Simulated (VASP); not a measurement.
Level of theory: PBEsol GGA, VASP's PBE PAW potentials (set 64) (plane waves; VASP).

A VASP calculation is set up with these files.

### KPOINTS
```
K-points
0
G
 9 9 9
```

INCAR:
```
# general
SYSTEM   =  PbS
PREC     =  Accurate
ENCUT    =  500
LREAL    =  .False.
LASPH    =  .True.

# electronic loop
EDIFF    =  1E-6
NELM     =  100
ALGO     =  Normal
LMAXMIX  =  4

# smearing
ISMEAR   =  0
SIGMA    =  0.05

# functional
GGA      =  PS

# ions
IBRION   =  2
NSW      =  40
ISIF     =  3
EDIFFG   =  -0.02
PSTRESS  =  450

# output
LWAVE    =  .False.
LCHARG   =  .False.
```

### POSCAR
```
PbS
1
    0.0000000000     2.6188305765     2.6188305765
    2.6188305765    -0.0000000000     2.6188305765
    2.6188305765     2.6188305765     0.0000000000
Pb S
1 1
Direct
  0.0000000000   0.0000000000   0.0000000000
  0.5000000000   0.5000000000   0.5000000000
```

POTCAR, in this order: Pb_d S (PBE.64 set). Program: vasp_std.

Output

**OUTCAR**
```
 ion  position               nearest neighbor table
   1  0.000  0.000  0.000-   2 2.62   2 2.62   2 2.62   2 2.62   2 2.62   2 2.62
   2  0.500  0.500  0.500-   1 2.62   1 2.62   1 2.62   1 2.62   1 2.62   1 2.62
  LATTYP: Found a face centered cubic cell.
 ALAT       =     5.2376611530
 Subroutine PRICEL returns:
 Original cell was already a primitive cell.
 Subroutine GETGRP returns: Found 48 space group operations
The static configuration has the point symmetry O_h .
The dynamic configuration has the point symmetry O_h .
 Subroutine INISYM returns: Found 48 space group operations
 Subroutine IBZKPT returns following result:
 Found     35 irreducible k-points:

 Following reciprocal coordinates:
            Coordinates               Weight
  0.000000  0.000000  0.000000      1.000000
  0.111111  0.000000  0.000000      8.000000
  0.222222  0.000000  0.000000      8.000000
  0.333333  0.000000  0.000000      8.000000
  0.444444  0.000000  0.000000      8.000000
  0.111111  0.111111  0.000000      6.000000
  0.222222  0.111111  0.000000     24.000000
  0.333333  0.111111  0.000000     24.000000
  0.444444  0.111111  0.000000     24.000000
...
```

OSZICAR:
```
       N       E                     dE             d eps       ncg     rms          rms(c)
DAV:   1     0.159586683365E+03    0.15959E+03   -0.10111E+04   986   0.164E+03
DAV:   2     0.348061548154E+01   -0.15611E+03   -0.15207E+03  1058   0.381E+02
DAV:   3    -0.788676815910E+01   -0.11367E+02   -0.10975E+02  1294   0.104E+02
DAV:   4    -0.811101994662E+01   -0.22425E+00   -0.22419E+00  1096   0.159E+01
DAV:   5    -0.811940365952E+01   -0.83837E-02   -0.83835E-02  1454   0.310E+00    0.114E+01
DAV:   6    -0.786053653585E+01    0.25887E+00   -0.56549E-01  1390   0.101E+01    0.711E+00
DAV:   7    -0.784616409128E+01    0.14372E-01   -0.17988E-01  1300   0.341E+00    0.194E+00
DAV:   8    -0.784302026337E+01    0.31438E-02   -0.25490E-02  1376   0.220E+00    0.482E-01
DAV:   9    -0.784293993528E+01    0.80328E-04   -0.15895E-03  1260   0.523E-01    0.180E-01
DAV:  10    -0.784294354185E+01   -0.36066E-05   -0.19318E-04  1286   0.166E-01    0.205E-02
DAV:  11    -0.784294269128E+01    0.85057E-06   -0.22339E-05  1460   0.566E-02    0.104E-02
DAV:  12    -0.784294250608E+01    0.18520E-06   -0.19434E-06  1098   0.153E-02
   1 F= 0.22461972E+01 E0= 0.22461981E+01  d E =0.224620E+01
```

### OUTCAR
```
------------------------ aborting loop because EDIFF is reached ----------------------------------------
  FORCE on cell =-STRESS in cart. coord.  units (eV):
  Direction    XX          YY          ZZ          XY          YZ          ZX
  --------------------------------------------------------------------------------------
  Total       10.1122367     10.1122367     10.1122367      0.0000000     -0.0000000      0.0000000
  in kB      451.0301795    451.0301795    451.0301795      0.0000000     -0.0000000      0.0000000
  external PRESSURE =       1.0301795 kB  Pullay stress =     450.0000000 kB
  volume of cell :       35.92
      direct lattice vectors                 reciprocal lattice vectors
     0.000000000  2.618830577  2.618830577    -0.190924913  0.190924913  0.190924913
     2.618830577  0.000000000  2.618830577     0.190924913 -0.190924913  0.190924913
     2.618830577  2.618830577  0.000000000     0.190924913  0.190924913 -0.190924913
  FREE ENERGIE OF THE ION-ELECTRON SYSTEM (eV)
  ---------------------------------------------------
  free  energy   TOTEN  =        -7.8429425061 eV

  energy  without entropy=       -7.8429407118  energy(sigma->0) =       -7.84294161
  enthalpy is  TOTEN    =         2.2461972010 eV   P V=       10.0891397070

 reached required accuracy - stopping structural energy minimisation
```
(Selected blocks of OUTCAR.)

The structure was generated: PbS was put into the rock salt type (Fm-3m), which need not be its known phase. It was relaxed first under an external pressure of 45 GPa.
